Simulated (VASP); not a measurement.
# Si3Bi2Te3 in VASP: further runs, part 2 of 2

VASP 6.6.1. Earlier steps stand in the parts before.

**4. Relaxation of cell and atoms, PBE**

This run uses another cell than the first one, of 22.80 Å³/atom, 0.874 times its volume.

Input file INCAR:

```
  PREC = Normal
  ENCUT = 520
  EDIFF = 1E-4
  ISMEAR = 0
  SIGMA = 0.15
  LREAL = False
  LASPH = True
  NELM = 60
  ALGO = Fast
  ISIF = 3
  LWAVE = False
  LCHARG = False
  GGA = PE
  IBRION = 2
  NSW = 24
  EDIFFG = -0.08
```

Input file KPOINTS:

```
regular mesh
0
Gamma
  3 3 3
```

Input file POSCAR:

```
Si3Bi2Te3
1.0
    6.4113560200      0.0000000000      0.0000000000
   -3.2056780100      5.5523971800      0.0000000000
    0.0000000000      0.0000000000      5.1248956200
Si Bi Te
3 2 3
Direct
    0.0125490000      0.5062745000      0.5000000000
    0.4937255000      0.5062745000      0.5000000000
    0.4937255000      0.9874510000      0.5000000000
    0.0000000000      0.0000000000      0.5000000000
    0.6666666700      0.3333333300      0.0000000000
    0.6533320000      0.8266660000      0.0000000000
    0.1733340000      0.8266660000      0.0000000000
    0.1733340000      0.3466680000      0.0000000000
```

Potentials or basis: VASP PAW PBE potentials, release 64 (Si, Bi_d, Te).

On the command line:

```console
$ cat potpaw_PBE.64/Si/POTCAR potpaw_PBE.64/Bi_d/POTCAR potpaw_PBE.64/Te/POTCAR > POTCAR
$ mpirun -np 1 vasp_std > vasp.out
```

OUTCAR:

```text
PREC = Normal
   ENCUT = 520
   EDIFF = 1E-4
   ISMEAR = 0
   LREAL = False
   LASPH = True
   NELM = 60
   ISIF = 3
   GGA = PE
   IBRION = 2
   NSW = 24
   EDIFFG = -0.08

 ion  position               nearest neighbor table
   1  0.013  0.506  0.500-   3 3.08   2 3.08   7 3.12   7 3.12   8 3.12   8 3.12   5 3.20   5 3.20
                             4 3.21   4 3.21
   2  0.494  0.506  0.500-   3 3.08   1 3.08   6 3.12   6 3.12   8 3.12   8 3.12   5 3.20   5 3.20
                             4 3.21   4 3.21
   3  0.494  0.987  0.500-   1 3.08   2 3.08   6 3.12   7 3.12   6 3.12   7 3.12   5 3.20   5 3.20
                             4 3.21   4 3.21
   4  0.000  0.000  0.500-   8 3.20   8 3.20   7 3.20   7 3.20   6 3.20   6 3.20   2 3.21   1 3.21
                             1 3.21   2 3.21   3 3.21   3 3.21
   5  0.667  0.333  0.000-   3 3.20   3 3.20   1 3.20   1 3.20   2 3.20   2 3.20   6 3.21   8 3.21
                             7 3.21   7 3.21   6 3.21   8 3.21
   6  0.653  0.827  0.000-   8 3.08   7 3.08   2 3.12   2 3.12   3 3.12   3 3.12   4 3.20   4 3.20
                             5 3.21   5 3.21   8 3.33   7 3.33
   7  0.173  0.827  0.000-   8 3.08   6 3.08   1 3.12   1 3.12   3 3.12   3 3.12   4 3.20   4 3.20
                             5 3.21   5 3.21   8 3.33   6 3.33
   8  0.173  0.347  0.000-   6 3.08   7 3.08   1 3.12   2 3.12   1 3.12   2 3.12   4 3.20   4 3.20
                             5 3.21   5 3.21   7 3.33   6 3.33

  LATTYP: Found a hexagonal cell.
 ALAT       =     6.4113560200
 C/A-ratio  =     0.7993465975

  Lattice vectors:

 A1 = (   6.4113560200,   0.0000000000,   0.0000000000)
 A2 = (  -3.2056780100,   5.5523971800,   0.0000000000)
 A3 = (   0.0000000000,   0.0000000000,   5.1248956200)

Analysis of symmetry for initial positions (statically):
=====================================================================
 Subroutine PRICEL returns:
 Original cell was already a primitive cell.

 Routine SETGRP: Setting up the symmetry group for a
 hexagonal supercell.

 Subroutine GETGRP returns: Found 12 space group operations
 (whereof 12 operations were pure point group operations)
 out of a pool of 24 trial point group operations.

The static configuration has the point symmetry D_3h.

Analysis of symmetry for dynamics (positions and initial velocities):
=====================================================================
 Subroutine PRICEL returns:
 Original cell was already a primitive cell.

 Routine SETGRP: Setting up the symmetry group for a
 hexagonal supercell.

 Subroutine GETGRP returns: Found 12 space group operations
 (whereof 12 operations were pure point group operations)
 out of a pool of 24 trial point group operations.

The dynamic configuration has the point symmetry D_3h.

 Subroutine INISYM returns: Found 12 space group operations
 (whereof 12 operations are pure point group operations),
 and found     1 'primitive' translations

----------------------------------------------------------------------------------------

                                     Primitive cell

  volume of cell :     182.4381

  direct lattice vectors                    reciprocal lattice vectors
     6.411356020  0.000000000  0.000000000     0.155973244  0.090051195  0.000000000
    -3.205678010  5.552397180  0.000000000     0.000000000  0.180102390  0.000000000
     0.000000000  0.000000000  5.124895620     0.000000000  0.000000000  0.195125925

  length of vectors
     6.411356020  6.411356015  5.124895620     0.180102389  0.180102390  0.195125925

  position of ions in fractional coordinates (direct lattice)
     0.012549000  0.506274500  0.500000000
     0.493725500  0.506274500  0.500000000
[... 67 lines left out ...]
   LASPH  =      T    aspherical Exc in radial PAW
   ENCUT  =  520.0 eV  38.22 Ry    6.18 a.u.  11.92 11.92  9.53*2*pi/ulx,y,z
   NELM   =     60;   NELMIN=  2; NELMDL= -5     # of ELM steps
   EDIFF  = 0.1E-03   stopping-criterion for ELM
   LREAL  =      F    real-space projection
   EDIFFG = -.8E-01   stopping-criterion for IOM
   NSW    =     24    number of steps for IOM
   IBRION =      2    ionic relax: 0-MD 1-quasi-New 2-CG
   NFREE  =      1    steps in history (QN), initial steepest desc. (CG)
   ISIF   =      3    stress and relaxation
   ISYM   =      2    0-nonsym 1-usesym 2-fastsym
   POTIM  = 0.5000    time-step for ionic-motion
   TEBEG  =    0.0;   TEEND  =   0.0 temperature during run
   PSTRESS=    0.0 pullay stress
   NELECT =      60.0000    total number of electrons
   NUPDOWN=      -1.0000    fix difference up-down
   EMIN   =  10.00;   EMAX   =-10.00  energy-range for DOS
   EFERMI =   0.00;   METHOD = LEGACY
   ISMEAR =     0;   SIGMA  =   0.15  broadening in eV -4-tet -1-fermi 0-gaus
   EFERMI_NEDOS =   21; number of points for ismear=-14 and -15
   IALGO  =     68    algorithm
   IMIX   =      4    mixing-type and parameters
     AMIX     =   0.40;   BMIX     =  1.00
     AMIX_MAG =   1.60;   BMIX_MAG =  1.00
  volume/ion in A,a.u.               =      22.80       153.89
  Fermi-wavevector in a.u.,A,eV,Ry     =   1.130022  2.135431 17.373945  1.276949
  Thomas-Fermi vector in A             =   2.266717
   LORBIT       =      0    0 simple, 1 ext, 2 COOP (PROOUT), +10 PAW based schemes
   GGA     = PE    functional components
   LHFCALC =     F    Hartree Fock is set to
   AEXX    =    0.0000 exact exchange contribution
   IVDW    =     0    specifies the selected vdW correction
   LEPSILON=     F    determine dielectric tensor
   LRPA    =     F    only Hartree local field effects (RPA)
 conjugate gradient relaxation of ions
 non-spin polarized calculation
 RMM-DIIS sequential band-by-band and
 Gauss-broadening in eV      SIGMA  =   0.15
  energy-cutoff  :      520.00
  volume of cell :      182.44
 maximum number of plane-waves:      4933
   NGX = 23   NGY = 23   NGZ = 19

--------------------------------------- Ionic step        1  -------------------------------------------

 number of electron      60.0000003 magnetization

 Free energy of the ion-electron system (eV)
  ---------------------------------------------------
  ext. energy  EPLUGINS =         0.00000000
  ---------------------------------------------------
  free energy    TOTEN  =       -28.11630986 eV

  energy without entropy =      -28.06729284  energy(sigma->0) =      -28.09180135

------------------------ aborting loop because EDIFF is reached ----------------------------------------

  FORCE on cell =-STRESS in cart. coord.  units (eV):
  Direction    XX          YY          ZZ          XY          YZ          ZX
  --------------------------------------------------------------------------------------
  -------------------------------------------------------------------------------------
  Total        6.5988192      6.5988192     11.6326988      0.0000000     -0.0000000      0.0000000
  in kB       57.9510578     57.9510577    102.1587621      0.0000000     -0.0000000      0.0000000
  external PRESSURE =      72.6869592 kB  Pullay stress =       0.0000000 kB
[... 107 lines left out ...]
  FREE ENERGIE OF THE ION-ELECTRON SYSTEM (eV)
  ---------------------------------------------------
  free  energy   TOTEN  =       -28.6252121690 eV

  energy  without entropy=      -28.5673786911  energy(sigma->0) =      -28.59629543

 E-fermi :   7.7017     XC(G=0): -10.0485

 val. band max:        7.6447349938   @ k =   0.3333   0.3333   0.3333
 cond. band min:       7.7945790232   @ k =   0.3333   0.3333   0.0000
 fundamental gap:      0.1498440293
 Fermi energy:         7.7017138102

 k-point     1 :       0.0000    0.0000    0.0000
  band No.  band energies     occupation
      1     -15.7668      2.00000
      2     -15.7668      2.00000
      3     -15.6488      2.00000
      4     -15.6488      2.00000
      5     -15.6257      2.00000
      6     -15.6132      2.00000
[... 223 lines left out ...]
     35       8.7744      0.00000
     36       8.8638      0.00000

[... ionic steps 4 to 10 ...]

--------------------------------------- Ionic step       11  -------------------------------------------

 number of electron      59.9999924 magnetization

------------------------ aborting loop because EDIFF is reached ----------------------------------------
[... 79 lines left out ...]
--------------------------------------- Ionic step       13  -------------------------------------------

 number of electron      59.9999923 magnetization

 Free energy of the ion-electron system (eV)
  ---------------------------------------------------
  ext. energy  EPLUGINS =         0.00000000
  ---------------------------------------------------
  free energy    TOTEN  =       -29.29502856 eV

  energy without entropy =      -29.27719583  energy(sigma->0) =      -29.28611219

 E-fermi :   7.4513     XC(G=0):  -9.9910

 val. band max:        7.4424553471   @ k =   0.0000   0.0000   0.0000
 cond. band min:       7.5286475169   @ k =   0.3333   0.3333   0.0000
 fundamental gap:      0.0861921698
 Fermi energy:         7.4512990624

 k-point     1 :       0.0000    0.0000    0.0000
  band No.  band energies     occupation
      1     -15.9866      2.00000
      2     -15.9866      2.00000
      3     -15.8551      2.00000
      4     -15.8551      2.00000
      5     -15.8222      2.00000
      6     -15.6964      2.00000
[... 258 lines left out ...]
  FREE ENERGIE OF THE ION-ELECTRON SYSTEM (eV)
  ---------------------------------------------------
  free  energy   TOTEN  =       -29.2950285580 eV

  energy  without entropy=      -29.2771958263  energy(sigma->0) =      -29.28611219

 reached required accuracy - stopping structural energy minimisation
```

Run time: 2.2 min. Hardware: 1 thread of Intel Xeon Platinum 8488C (Sapphire Rapids), shared host; peak memory 0.21 GiB.

Results:

```
Free energy                            : -29.2950 eV
Relaxed volume                         : 26.19 Å³/atom
Relaxed cell                           : a = 6.581 Å, b = 6.581 Å, c = 5.586 Å, α = 90.00°, β = 90.00°, γ = 120.00°
Space group after relaxing (to 0.05 Å) : P-6m2 (No. 187)
Energy gained by relaxing              : 147.3 meV/atom
Ionic steps                            : 13
Pressure after relaxing                : 0.0 GPa
Largest force after relaxing           : 0.067 eV/Å
Band gap on the k mesh                 : none (metal or under the smearing width)
```

Forces in eV/Å, atoms in the order of the input:
```
Si  -0.058 -0.033  0.000
Si   0.058 -0.033  0.000
Si   0.000  0.067  0.000
Bi   0.000  0.000  0.000
Bi   0.000  0.000  0.000
Te  -0.053 -0.030  0.000
Te   0.053 -0.030  0.000
Te   0.000  0.061  0.000
```

Stress tensor (GPa, compression positive):
```
-0.03  0.00  0.00
 0.00 -0.03  0.00
 0.00  0.00  0.20
```

The path:
```tsv
step	energy change (eV)	largest force (eV/Å)	pressure (GPa)	volume (Å³)
1	0.0000	0.3980	7.27	182.44
2	-0.4810	0.5586	-2.03	211.08
3	-0.5089	0.5376	-0.63	204.89
4	-0.6249	0.6166	-0.41	204.76
5	-0.7097	0.6837	0.23	204.30
6	-0.7960	0.7135	0.31	205.08
7	-0.9800	0.4007	0.75	207.41
8	-1.1185	0.1884	-0.21	210.78
9	-1.1564	0.1861	-0.85	213.98
10	-1.1572	0.1881	-0.83	213.60
11	-1.1752	0.1292	-0.07	210.04
12	-1.1755	0.1284	0.11	209.35
13	-1.1787	0.0668	0.04	209.49
```

Final structure:
```cif
data_structure
_symmetry_space_group_name_H-M 'P 1'
_symmetry_Int_Tables_number 1
_cell_length_a 6.5809
_cell_length_b 6.5809
_cell_length_c 5.5855
_cell_angle_alpha 90.000
_cell_angle_beta 90.000
_cell_angle_gamma 120.000
_cell_volume 209.49
loop_
_atom_site_label
_atom_site_type_symbol
_atom_site_fract_x
_atom_site_fract_y
_atom_site_fract_z
_atom_site_occupancy
Si1 Si 0.07608 0.53804 0.50000 1
Si2 Si 0.46196 0.53804 0.50000 1
Si3 Si 0.46196 0.92392 0.50000 1
Bi1 Bi 0.00000 0.00000 0.50000 1
Bi2 Bi 0.66667 0.33333 0.00000 1
Te1 Te 0.66257 0.83129 0.00000 1
Te2 Te 0.16871 0.83129 0.00000 1
Te3 Te 0.16871 0.33743 0.00000 1
```

Levels at points of the mesh, in eV from the Fermi level:
| k point | band 26 | band 27 | band 28 | band 29 | band 30 | band 31 | band 32 | band 33 | band 34 | band 35 |
| --- | --- | --- | --- | --- | --- | --- | --- | --- | --- | --- |
| (0.00, 0.00, 0.00) | -2.46 | -2.25 | -1.44 | -0.47 | -0.01 | 0.37 | 0.37 | 0.81 | 0.81 | 3.16 |

Caveat: the k mesh is coarse (spacing up to 0.41 Å⁻¹), so the values aren't converged; spin-orbit coupling is left out, which moves the levels of the heavy elements; the relaxation stopped at a loose force limit of 0.08 eV/Å, so its end isn't a converged minimum.

**5. Relaxation of cell and atoms, PBE**

This run uses another cell than the first one, of 22.80 Å³/atom, 0.874 times its volume.

INCAR is that of step 4.

KPOINTS is that of step 4.

Input file POSCAR:

```
Si3Bi2Te3
1.0
    6.4113560200      0.0000000000      0.0000000000
   -3.2056780100      5.5523971800      0.0000000000
    0.0000000000      0.0000000000      5.1248956200
Si Bi Te
3 2 3
Direct
    0.6533320000      0.8266660000      0.0000000000
    0.1733340000      0.8266660000      0.0000000000
    0.1733340000      0.3466680000      0.0000000000
    0.0000000000      0.0000000000      0.5000000000
    0.6666666700      0.3333333300      0.0000000000
    0.0125490000      0.5062745000      0.5000000000
    0.4937255000      0.5062745000      0.5000000000
    0.4937255000      0.9874510000      0.5000000000
```

On the command line:

```console
$ cat potpaw_PBE.64/Si/POTCAR potpaw_PBE.64/Bi_d/POTCAR potpaw_PBE.64/Te/POTCAR > POTCAR
$ mpirun -np 1 vasp_std > vasp.out
```

Run time: 2.4 min. Hardware: 1 thread of Intel Xeon Platinum 8488C (Sapphire Rapids), shared host; peak memory 0.22 GiB.

It converged, with:

* Free energy: -29.2951 eV
* Relaxed volume: 26.19 Å³/atom
* Relaxed cell: a = 6.580 Å, b = 6.580 Å, c = 5.587 Å, α = 90.00°, β = 90.00°, γ = 120.00°
* Space group after relaxing (to 0.05 Å): P-6m2 (No. 187)
* Energy gained by relaxing: 146.3 meV/atom
* Ionic steps: 15
* Pressure after relaxing: 0.0 GPa
* Largest force after relaxing: 0.070 eV/Å
* Band gap on the k mesh: none (metal or under the smearing width)

Forces in eV/Å, atoms in the order of the input:
```
Si   0.060  0.035  0.000
Si  -0.060  0.035  0.000
Si   0.000 -0.070  0.000
Bi   0.000  0.000  0.000
Bi   0.000  0.000  0.000
Te   0.044  0.025  0.000
Te  -0.044  0.025  0.000
Te   0.000 -0.050  0.000
```

Stress tensor (GPa, compression positive):
```
-0.03  0.00  0.00
 0.00 -0.03  0.00
 0.00  0.00  0.07
```

The path:
| step | energy change (eV) | largest force (eV/Å) | pressure (GPa) | volume (Å³) |
| --- | --- | --- | --- | --- |
| 1 | 0.0000 | 0.4090 | 7.30 | 182.44 |
| 2 | -0.4815 | 0.5724 | -2.06 | 211.21 |
| 3 | -0.5101 | 0.5508 | -0.63 | 204.90 |
| 4 | -0.6279 | 0.6287 | -0.41 | 204.77 |
| 5 | -0.7130 | 0.6929 | 0.24 | 204.33 |
| 6 | -0.7982 | 0.7135 | 0.34 | 205.12 |
| 7 | -0.9761 | 0.3800 | 0.76 | 207.47 |
| 8 | -1.1187 | 0.1603 | -0.29 | 211.10 |
| 9 | -1.1498 | 0.1714 | -0.89 | 213.99 |
| 10 | -1.1503 | 0.1716 | -0.87 | 213.67 |
| 11 | -1.1677 | 0.1166 | -0.01 | 209.81 |
| 12 | -1.1677 | 0.1221 | 0.02 | 209.60 |
| 13 | -1.1674 | 0.1322 | 0.17 | 209.18 |
| 14 | -1.1676 | 0.1214 | 0.10 | 209.52 |
| 15 | -1.1706 | 0.0697 | 0.00 | 209.51 |

Final structure:
```xyz
8
Lattice="6.5802 0.0000 0.0000 -3.2901 5.6986 0.0000 0.0000 0.0000 5.5874" Properties=species:S:1:pos:R:3 pbc="T T T"
Si    1.2692    4.5319    0.0000
Si   -1.2692    4.5319    0.0000
Si    0.0000    2.3335    5.5874
Bi    6.5802    0.0000    2.7937
Bi    3.2901    1.8995    0.0000
Te   -1.6244    2.8612    2.7937
Te    1.6244    2.8612    2.7937
Te    0.0000    5.6747    2.7937
```

Levels at points of the mesh, in eV from the Fermi level:
```tsv
k point	band 27	band 28	band 29	band 30	band 31	band 32	band 33	band 34
(0.00, 0.00, 0.00)	-2.25	-1.44	-0.47	-0.01	0.37	0.37	0.81	0.81
```

Caveat: the k mesh is coarse (spacing up to 0.41 Å⁻¹), so the values aren't converged; spin-orbit coupling is left out, which moves the levels of the heavy elements; the relaxation stopped at a loose force limit of 0.08 eV/Å, so its end isn't a converged minimum.
